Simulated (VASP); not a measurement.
Here is the system:

```xyz
4
Lattice="3.8953 0.0000 0.0000 0.0000 3.8953 0.0000 0.0000 0.0000 3.8953" Properties=species:S:1:pos:R:3 pbc="T T T"
Ti     0.0000     0.0000     0.0000
Pt     0.0000     1.9477     1.9477
Pt     1.9477     0.0000     1.9477
Pt     1.9477     1.9477     0.0000
```

The numbers are results of MS2 meta-GGA, VASP's PBE PAW potentials (set 64) (plane waves; VASP 6.6.1), not measurements. Run with 520 eV cut-off, 8×8×8 Γ-centred mesh, first-order Methfessel-Paxton smearing of 0.10 eV, potentials Ti_sv Pt.

### Question
Give the energy at these volumes per atom, relative to the lowest: 13.89, 14.33, 14.78, 15.22, 15.66 Å³.

### Answer
51.4, 12.1, 0.0, 10.6, 40.1 meV/atom. A third-order Birch-Murnaghan fit gives B0 = 273 GPa and B0′ = 5.0.

Measured: a 3.916 Å (computed value off by -0.5 %), as given by Molecular Dynamics Simulations of PtTi High-Temperature Shape Memory Alloys Based on a Modified Embedded-Atom Method …. The calculation is for a static lattice, while the measured a holds thermal and zero-point effects, which are part of the difference.

The compound is Pt3Ti in the L1_2 structure. It was relaxed first.
